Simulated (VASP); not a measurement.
OSZICAR of a VASP run on BSi64:

### OSZICAR
```
       N       E                     dE             d eps       ncg     rms          rms(c)
DAV:   1     0.114473051039E+04    0.11447E+04   -0.95854E+04   648   0.113E+03
DAV:   2    -0.213714163648E+03   -0.13584E+04   -0.12807E+04   854   0.203E+02
DAV:   3    -0.356133812350E+03   -0.14242E+03   -0.13665E+03   776   0.600E+01
DAV:   4    -0.360447617073E+03   -0.43138E+01   -0.42825E+01   768   0.128E+01
DAV:   5    -0.360571187528E+03   -0.12357E+00   -0.12322E+00   776   0.217E+00    0.272E+01
RMM:   6    -0.357163501615E+03    0.34077E+01   -0.18320E+00   648   0.218E+00    0.165E+01
RMM:   7    -0.355368071460E+03    0.17954E+01   -0.54960E+00   650   0.389E+00    0.961E-01
RMM:   8    -0.355423846847E+03   -0.55775E-01   -0.49328E-01   648   0.141E+00    0.673E-01
RMM:   9    -0.355447804741E+03   -0.23958E-01   -0.11582E-01   658   0.668E-01    0.534E-01
RMM:  10    -0.355452450382E+03   -0.46456E-02   -0.17264E-02   649   0.297E-01    0.332E-01
RMM:  11    -0.355455956443E+03   -0.35061E-02   -0.78687E-03   648   0.186E-01    0.110E-01
RMM:  12    -0.355456342866E+03   -0.38642E-03   -0.20633E-03   672   0.994E-02    0.729E-02
RMM:  13    -0.355456376261E+03   -0.33396E-04   -0.43837E-04   720   0.428E-02    0.817E-02
RMM:  14    -0.355456441382E+03   -0.65120E-04   -0.20688E-04   653   0.259E-02    0.494E-02
RMM:  15    -0.355456421731E+03    0.19651E-04   -0.58776E-05   549   0.139E-02    0.182E-02
RMM:  16    -0.355456423453E+03   -0.17225E-05   -0.13356E-05   397   0.697E-03
   1 F= -.35545642E+03 E0= -.35543863E+03  d E =-.355456E+03  mag=     1.0000
       N       E                     dE             d eps       ncg     rms          rms(c)
DAV:   1    -0.355626056119E+03   -0.16963E+00   -0.46752E+00   720   0.399E+00    0.106E+00
RMM:   2    -0.355648850567E+03   -0.22794E-01   -0.28356E-01   648   0.113E+00    0.416E-01
RMM:   3    -0.355650885109E+03   -0.20345E-02   -0.47464E-02   654   0.521E-01    0.183E-01
RMM:   4    -0.355651399014E+03   -0.51391E-03   -0.93327E-03   695   0.232E-01    0.119E-01
RMM:   5    -0.355651489219E+03   -0.90204E-04   -0.14481E-03   681   0.888E-02    0.325E-02
RMM:   6    -0.355651530892E+03   -0.41673E-04   -0.38619E-04   670   0.432E-02    0.152E-02
RMM:   7    -0.355651536282E+03   -0.53900E-05   -0.81905E-05   557   0.189E-02
   2 F= -.35565154E+03 E0= -.35563399E+03  d E =-.195113E+00  mag=     1.0000
       N       E                     dE             d eps       ncg     rms          rms(c)
DAV:   1    -0.355654578363E+03   -0.30475E-02   -0.11922E-01   752   0.634E-01    0.173E-01
RMM:   2    -0.355655142415E+03   -0.56405E-03   -0.71274E-03   648   0.181E-01    0.662E-02
RMM:   3    -0.355655197658E+03   -0.55243E-04   -0.11799E-03   654   0.834E-02    0.285E-02
RMM:   4    -0.355655210445E+03   -0.12787E-04   -0.22688E-04   678   0.370E-02    0.177E-02
RMM:   5    -0.355655212943E+03   -0.24975E-05   -0.35498E-05   468   0.145E-02
   3 F= -.35565521E+03 E0= -.35563769E+03  d E =-.198789E+00  mag=     1.0000
       N       E                     dE             d eps       ncg     rms          rms(c)
DAV:   1    -0.355676967730E+03   -0.21757E-01   -0.34389E-01   688   0.115E+00    0.318E-01
RMM:   2    -0.355678519129E+03   -0.15514E-02   -0.19262E-02   648   0.305E-01    0.119E-01
RMM:   3    -0.355678746379E+03   -0.22725E-03   -0.34087E-03   654   0.141E-01    0.560E-02
RMM:   4    -0.355678788551E+03   -0.42172E-04   -0.67416E-04   685   0.646E-02    0.297E-02
RMM:   5    -0.355678799322E+03   -0.10772E-04   -0.12682E-04   647   0.273E-02    0.112E-02
RMM:   6    -0.355678802315E+03   -0.29924E-05   -0.26851E-05   435   0.126E-02
   4 F= -.35567880E+03 E0= -.35566138E+03  d E =-.235894E-01  mag=     1.0000
       N       E                     dE             d eps       ncg     rms          rms(c)
DAV:   1    -0.355683729963E+03   -0.49306E-02   -0.23441E-01   704   0.948E-01    0.264E-01
RMM:   2    -0.355684794394E+03   -0.10644E-02   -0.13295E-02   648   0.253E-01    0.984E-02
RMM:   3    -0.355684954449E+03   -0.16006E-03   -0.23422E-03   654   0.117E-01    0.469E-02
RMM:   4    -0.355684983516E+03   -0.29067E-04   -0.46314E-04   684   0.535E-02    0.253E-02
RMM:   5    -0.355684990766E+03   -0.72491E-05   -0.84873E-05   621   0.225E-02
   5 F= -.35568499E+03 E0= -.35566765E+03  d E =-.297778E-01  mag=     1.0000
       N       E                     dE             d eps       ncg     rms          rms(c)
DAV:   1    -0.355691454250E+03   -0.64707E-02   -0.13993E-01   688   0.718E-01    0.188E-01
RMM:   2    -0.355692053487E+03   -0.59924E-03   -0.69605E-03   648   0.190E-01    0.758E-02
RMM:   3    -0.355692115445E+03   -0.61958E-04   -0.12579E-03   654   0.877E-02    0.347E-02
RMM:   4    -0.355692134246E+03   -0.18801E-04   -0.24356E-04   682   0.397E-02    0.207E-02
RMM:   5    -0.355692137984E+03   -0.37382E-05   -0.46780E-05   513   0.172E-02
   6 F= -.35569214E+03 E0= -.35567533E+03  d E =-.714722E-02  mag=     1.0000
       N       E                     dE             d eps       ncg     rms          rms(c)
DAV:   1    -0.355693895753E+03   -0.17615E-02   -0.84888E-02   672   0.559E-01    0.146E-01
RMM:   2    -0.355694261515E+03   -0.36576E-03   -0.42487E-03   648   0.149E-01    0.589E-02
RMM:   3    -0.355694301604E+03   -0.40089E-04   -0.77525E-04   654   0.689E-02    0.273E-02
RMM:   4    -0.355694313477E+03   -0.11873E-04   -0.15090E-04   677   0.312E-02    0.160E-02
RMM:   5    -0.355694315821E+03   -0.23440E-05   -0.28735E-05   440   0.137E-02
   7 F= -.35569432E+03 E0= -.35567797E+03  d E =-.932506E-02  mag=     1.0000
       N       E                     dE             d eps       ncg     rms          rms(c)
DAV:   1    -0.355694386851E+03   -0.73375E-04   -0.46558E-03   736   0.131E-01    0.342E-02
RMM:   2    -0.355694407622E+03   -0.20771E-04   -0.23972E-04   648   0.355E-02    0.139E-02
RMM:   3    -0.355694410432E+03   -0.28103E-05   -0.45813E-05   522   0.167E-02    0.684E-03
RMM:   4    -0.355694411152E+03   -0.71993E-06   -0.79566E-06   389   0.722E-03
   8 F= -.35569441E+03 E0= -.35567817E+03  d E =-.942039E-02  mag=     1.0000
       N       E                     dE             d eps       ncg     rms          rms(c)
DAV:   1    -0.355697176759E+03   -0.27663E-02   -0.10228E-01   672   0.628E-01    0.157E-01
RMM:   2    -0.355697571336E+03   -0.39458E-03   -0.46929E-03   648   0.155E-01    0.683E-02
RMM:   3    -0.355697584382E+03   -0.13045E-04   -0.89220E-04   654   0.727E-02    0.290E-02
RMM:   4    -0.355697599489E+03   -0.15107E-04   -0.18072E-04   676   0.337E-02    0.186E-02
RMM:   5    -0.355697602142E+03   -0.26527E-05   -0.35434E-05   470   0.151E-02
   9 F= -.35569760E+03 E0= -.35568254E+03  d E =-.319099E-02  mag=     1.0000
       N       E                     dE             d eps       ncg     rms          rms(c)
DAV:   1    -0.355697770307E+03   -0.17082E-03   -0.87871E-03   736   0.184E-01    0.462E-02
RMM:   2    -0.355697803450E+03   -0.33143E-04   -0.40784E-04   648   0.461E-02    0.202E-02
RMM:   3    -0.355697805364E+03   -0.19140E-05   -0.81823E-05   654   0.219E-02    0.870E-03
RMM:   4    -0.355697806804E+03   -0.14393E-05   -0.15750E-05   390   0.102E-02
  10 F= -.35569781E+03 E0= -.35568311E+03  d E =-.339565E-02  mag=     1.0000
       N       E                     dE             d eps       ncg     rms          rms(c)
DAV:   1    -0.355698754938E+03   -0.94957E-03   -0.32220E-02   672   0.359E-01    0.994E-02
RMM:   2    -0.355698889140E+03   -0.13420E-03   -0.16127E-03   648   0.898E-02    0.456E-02
RMM:   3    -0.355698875664E+03    0.13476E-04   -0.30474E-04   654   0.408E-02    0.178E-02
RMM:   4    -0.355698880732E+03   -0.50677E-05   -0.60759E-05   630   0.192E-02
  11 F= -.35569888E+03 E0= -.35568549E+03  d E =-.107393E-02  mag=     1.0000
       N       E                     dE             d eps       ncg     rms          rms(c)
DAV:   1    -0.355698979104E+03   -0.10344E-03   -0.66875E-03   720   0.163E-01    0.443E-02
RMM:   2    -0.355699008407E+03   -0.29302E-04   -0.33808E-04   648   0.415E-02    0.213E-02
RMM:   3    -0.355699006655E+03    0.17514E-05   -0.64535E-05   626   0.188E-02    0.980E-03
RMM:   4    -0.355699007799E+03   -0.11440E-05   -0.13174E-05   390   0.906E-03
  12 F= -.35569901E+03 E0= -.35568626E+03  d E =-.120100E-02  mag=     1.0000
       N       E                     dE             d eps       ncg     rms          rms(c)
DAV:   1    -0.355699498440E+03   -0.49179E-03   -0.28072E-02   672   0.332E-01    0.896E-02
RMM:   2    -0.355699613728E+03   -0.11529E-03   -0.14152E-03   648   0.838E-02    0.412E-02
RMM:   3    -0.355699604177E+03    0.95506E-05   -0.24856E-04   654   0.372E-02    0.169E-02
RMM:   4    -0.355699607539E+03   -0.33614E-05   -0.50561E-05   558   0.173E-02
  13 F= -.35569961E+03 E0= -.35568823E+03  d E =-.599739E-03  mag=     1.0000
```

Problem. Which electronic solver shows in the log?

Solution. It is blocked Davidson (ALGO = Normal, or the opening steps of other solvers) and then RMM-DIIS (ALGO = Fast or VeryFast). The INCAR had ALGO = Fast.

Problem. How was spin treated?

Solution. Collinear spin (ISPIN = 2): the summary line carries one mag value, 1.00 μB in the cell.

Problem. Can the final energy be trusted as converged?

Solution. The calculation finished and met its thresholds. It stopped with EDIFF = 1E-5, NELM = 100, NSW = 60 and EDIFFG = -0.03 after 13 ionic steps (PBE GGA, plane waves, VASP's PBE PAW potentials (set 64)).  The cell is charged, with a uniform compensating background. The supercell is sampled at Γ alone, which is coarse: total energies, pressure and levels can be off, energies of defects by several tenths of an eV.

The cell is a supercell with a defect, built from Si (diamond): B_i, charge +2. The total moment is imposed (NUPDOWN), so this need not be the lowest spin state.
